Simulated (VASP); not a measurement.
Output of a VASP run:

File OSZICAR:
```
       N       E                     dE             d eps       ncg     rms          rms(c)
DAV:   1     0.247352203266E+02    0.24735E+02   -0.85702E+03  2288   0.140E+03
DAV:   2    -0.233314321748E+02   -0.48067E+02   -0.45770E+02  2995   0.229E+02
DAV:   3    -0.250619872684E+02   -0.17306E+01   -0.17091E+01  3012   0.331E+01
DAV:   4    -0.250755822893E+02   -0.13595E-01   -0.13525E-01  2687   0.314E+00
DAV:   5    -0.250757492522E+02   -0.16696E-03   -0.16689E-03  2991   0.290E-01    0.612E+01
DAV:   6    -0.222852725491E+02    0.27905E+01   -0.17792E+01  2528   0.219E+01    0.427E+01
DAV:   7    -0.222125495486E+02    0.72723E-01   -0.58345E-01  2633   0.593E+00    0.239E+01
DAV:   8    -0.222014992914E+02    0.11050E-01   -0.45680E-02  2557   0.209E+00    0.465E+00
DAV:   9    -0.221970424635E+02    0.44568E-02   -0.21961E-02  2566   0.904E-01    0.189E+00
DAV:  10    -0.221967652610E+02    0.27720E-03   -0.10210E-03  2720   0.267E-01    0.269E-01
DAV:  11    -0.221967604373E+02    0.48237E-05   -0.11556E-04  2665   0.833E-02    0.446E-02
DAV:  12    -0.221967585647E+02    0.18726E-05   -0.44302E-06  2641   0.191E-02    0.474E-02
DAV:  13    -0.221967582447E+02    0.31995E-06   -0.23841E-07  1261   0.530E-03
   1 F= -.22196758E+02 E0= -.22196736E+02  d E =-.221968E+02
       N       E                     dE             d eps       ncg     rms          rms(c)
DAV:   1    -0.221970783262E+02   -0.31976E-03   -0.10829E-02  2312   0.102E+00    0.324E-01
DAV:   2    -0.221968086309E+02    0.26970E-03   -0.35238E-04  2330   0.193E-01    0.173E-01
DAV:   3    -0.221967072738E+02    0.10136E-03   -0.31597E-04  2351   0.163E-01    0.111E-01
DAV:   4    -0.221967078165E+02   -0.54269E-06   -0.46797E-06  2782   0.227E-02
   2 F= -.22196708E+02 E0= -.22196684E+02  d E =0.504283E-04
       N       E                     dE             d eps       ncg     rms          rms(c)
DAV:   1    -0.221969301733E+02   -0.22290E-03   -0.41154E-03  2294   0.630E-01    0.197E-01
DAV:   2    -0.221968236154E+02    0.10656E-03   -0.13913E-04  2318   0.122E-01    0.104E-01
DAV:   3    -0.221967827591E+02    0.40856E-04   -0.12194E-04  2336   0.101E-01    0.698E-02
DAV:   4    -0.221967831277E+02   -0.36860E-06   -0.16602E-06  2461   0.137E-02
   3 F= -.22196783E+02 E0= -.22196760E+02  d E =-.248829E-04
```

File OUTCAR:
```
------------------------ aborting loop because EDIFF is reached ----------------------------------------
  FORCE on cell =-STRESS in cart. coord.  units (eV):
  Direction    XX          YY          ZZ          XY          YZ          ZX
  --------------------------------------------------------------------------------------
  Total       -0.0000682     -0.0000682     -0.0000682      0.0000000      0.0000000      0.0000000
  in kB       -0.0044798     -0.0044798     -0.0044798      0.0000000      0.0000000      0.0000000
  external PRESSURE =      -0.0044798 kB  Pullay stress =       0.0000000 kB
  volume of cell :       24.40
      direct lattice vectors                 reciprocal lattice vectors
    -0.000000000  2.302061979  2.302061979    -0.217196585  0.217196585  0.217196585
     2.302061979  0.000000000  2.302061979     0.217196585 -0.217196585  0.217196585
     2.302061979  2.302061979  0.000000000     0.217196585  0.217196585 -0.217196585
 POSITION                                       TOTAL-FORCE (eV/Angst)
 -----------------------------------------------------------------------------------
      0.00000      0.00000      0.00000         0.000000      0.000000      0.000000
      2.30206      2.30206      2.30206        -0.000000     -0.000000     -0.000000
 -----------------------------------------------------------------------------------
    total drift:                                0.000000      0.000000      0.000000
  FREE ENERGIE OF THE ION-ELECTRON SYSTEM (eV)
  ---------------------------------------------------
  free  energy   TOTEN  =       -22.1967831277 eV

  energy  without entropy=      -22.1967142605  energy(sigma->0) =      -22.19676017

 reached required accuracy - stopping structural energy minimisation
```
(Selected blocks of OUTCAR.)

File POSCAR:
```
HfC
1
    0.0000000000     2.3029435898     2.3029435898
    2.3029435898     0.0000000000     2.3029435898
    2.3029435898     2.3029435898     0.0000000000
Hf C
1 1
Direct
  0.0000000000   0.0000000000   0.0000000000
  0.5000000000   0.5000000000   0.5000000000
```

**Question.** Write an INCAR and KPOINTS that could have produced this output.

**Answer.** Several could match; the one computed here: the input of the run itself, PBEsol GGA, plane waves, VASP's PBE PAW potentials (set 64).

INCAR:
```
IBRION = 2   # conjugate gradients
ALGO = Normal
NSW = 40
PREC = Accurate
EDIFF = 1E-6   # SCF stop (eV)
LREAL = .False.
LCHARG = .False.
NELM = 100
SYSTEM = HfC
EDIFFG = -0.02
ISIF = 3   # ions, shape and volume
LWAVE = .False.
LMAXMIX = 6   # l cut-off of mixed one-centre charges
ISMEAR = 1
ENCUT = 620   # plane-wave cut-off (eV)
GGA = PS   # PBEsol
LASPH = .True.
SIGMA = 0.1   # width (eV)
```

File KPOINTS:
```
Automatic mesh
0
Gamma
14 14 14
0 0 0
```

POTCAR, in this order: Hf_pv C (PBE.64 set). Program: vasp_std.

The compound is HfC in the rock salt structure. This run relaxes it. Symmetry was kept, so distortions that lower it aren't found.
